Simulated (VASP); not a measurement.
Level of theory: PBE GGA, VASP's PBE PAW potentials (set 64) (plane waves; VASP).

VASP ran on this input.

**POSCAR**
```
SrCl2
1
    0.0000000000     3.5201566424     3.5201566424
    3.5201566424     0.0000000000     3.5201566424
    3.5201566424     3.5201566424     0.0000000000
Sr Cl
1 2
Direct
  0.0000000000   0.0000000000   0.0000000000
  0.2500000000   0.2500000000   0.2500000000
  0.7500000000   0.7500000000   0.7500000000
```

INCAR:
```
SYSTEM = SrCl2
PREC = Accurate
ENCUT = 520
EDIFF = 1E-7
NELM = 100
ALGO = Normal
LREAL = .FALSE.
LASPH = .TRUE.
ISMEAR = -5
GGA = PE
LMAXMIX = 4
LWAVE = .FALSE.
LCHARG = .TRUE.
LORBIT = 11
NEDOS = 601
ISIF = 2
LEFG = .TRUE.
```

### KPOINTS
```
Automatic mesh
0
Gamma
6 6 6
0 0 0
```

POTCAR, in this order: Sr_sv Cl (PBE.64 set). Program: vasp_std.

What VASP printed:

OUTCAR:
```
 ion  position               nearest neighbor table
   1  0.000  0.000  0.000-   3 3.05   3 3.05   3 3.05   2 3.05   3 3.05   2 3.05   2 3.05   2 3.05
  LATTYP: Found a face centered cubic cell.
 ALAT       =     7.0403132848
 Subroutine PRICEL returns:
 Original cell was already a primitive cell.
 Subroutine GETGRP returns: Found 48 space group operations
The static configuration has the point symmetry O_h .
The dynamic configuration has the point symmetry O_h .
 Subroutine INISYM returns: Found 48 space group operations
 Subroutine IBZKPT returns following result:
 Found     16 irreducible k-points:

 Following reciprocal coordinates:
            Coordinates               Weight
  0.000000  0.000000  0.000000      1.000000
  0.166667  0.000000  0.000000      8.000000
  0.333333  0.000000  0.000000      8.000000
  0.500000  0.000000  0.000000      4.000000
  0.166667  0.166667  0.000000      6.000000
  0.333333  0.166667  0.000000     24.000000
  0.500000  0.166667  0.000000     24.000000
 -0.333333  0.166667  0.000000     24.000000
 -0.166667  0.166667  0.000000     12.000000
  0.333333  0.333333  0.000000      6.000000
...
```

OSZICAR:
```
       N       E                     dE             d eps       ncg     rms          rms(c)
DAV:   1     0.150517795703E+03    0.15052E+03   -0.11726E+04   512   0.134E+03
DAV:   2    -0.381278310184E+01   -0.15433E+03   -0.15225E+03   664   0.247E+02
DAV:   3    -0.127689211224E+02   -0.89561E+01   -0.89491E+01   712   0.646E+01
DAV:   4    -0.130770377765E+02   -0.30812E+00   -0.30806E+00   928   0.952E+00
DAV:   5    -0.130784540043E+02   -0.14162E-02   -0.14157E-02   704   0.678E-01    0.122E+01
DAV:   6    -0.127724541640E+02    0.30600E+00   -0.82239E-01   680   0.518E+00    0.803E+00
DAV:   7    -0.127823540782E+02   -0.98999E-02   -0.45429E-01   816   0.421E+00    0.212E+00
DAV:   8    -0.127884671346E+02   -0.61131E-02   -0.61152E-02   616   0.150E+00    0.327E-01
DAV:   9    -0.127899060553E+02   -0.14389E-02   -0.25480E-03   736   0.308E-01    0.120E-01
DAV:  10    -0.127912994388E+02   -0.13934E-02   -0.11792E-03   568   0.230E-01    0.307E-02
DAV:  11    -0.127913741665E+02   -0.74728E-04   -0.93005E-05   792   0.555E-02    0.367E-02
DAV:  12    -0.127913860066E+02   -0.11840E-04   -0.15647E-05   608   0.229E-02    0.108E-02
DAV:  13    -0.127913889439E+02   -0.29373E-05   -0.68201E-06   720   0.146E-02    0.366E-03
DAV:  14    -0.127913888797E+02    0.64181E-07   -0.28345E-07   648   0.382E-03
   1 F= -.12791389E+02 E0= -.12791389E+02  d E =0.000000E+00
```

OUTCAR:
```
------------------------ aborting loop because EDIFF is reached ----------------------------------------
  FORCE on cell =-STRESS in cart. coord.  units (eV):
  Direction    XX          YY          ZZ          XY          YZ          ZX
  --------------------------------------------------------------------------------------
  Total        0.0456812      0.0456812      0.0456812      0.0000000      0.0000000      0.0000000
  in kB        0.8389425      0.8389425      0.8389425      0.0000000      0.0000000      0.0000000
  external PRESSURE =       0.8389425 kB  Pullay stress =       0.0000000 kB
  volume of cell :       87.24
      direct lattice vectors                 reciprocal lattice vectors
     0.000000000  3.520156642  3.520156642    -0.142039134  0.142039134  0.142039134
     3.520156642  0.000000000  3.520156642     0.142039134 -0.142039134  0.142039134
     3.520156642  3.520156642  0.000000000     0.142039134  0.142039134 -0.142039134
 POSITION                                       TOTAL-FORCE (eV/Angst)
 -----------------------------------------------------------------------------------
      0.00000      0.00000      0.00000        -0.000000      0.000000     -0.000000
      1.76008      1.76008      1.76008         0.000000      0.000000      0.000000
      5.28023      5.28023      5.28023        -0.000000     -0.000000     -0.000000
 -----------------------------------------------------------------------------------
    total drift:                               -0.000000     -0.000000      0.000000
  FREE ENERGIE OF THE ION-ELECTRON SYSTEM (eV)
  ---------------------------------------------------
  free  energy   TOTEN  =       -12.7913888797 eV

  energy  without entropy=      -12.7913888797  energy(sigma->0) =      -12.79138888

 total charge

# of ion       s       p       d       tot
------------------------------------------
    1        1.995   5.772   0.144   7.911
    2        1.592   3.580   0.000   5.171
    3        1.592   3.580   0.000   5.171
--------------------------------------------------
tot          5.179  12.931   0.144  18.254
```
(Selected blocks of OUTCAR.)

The compound is SrCl2 in the fluorite structure. It was relaxed first.
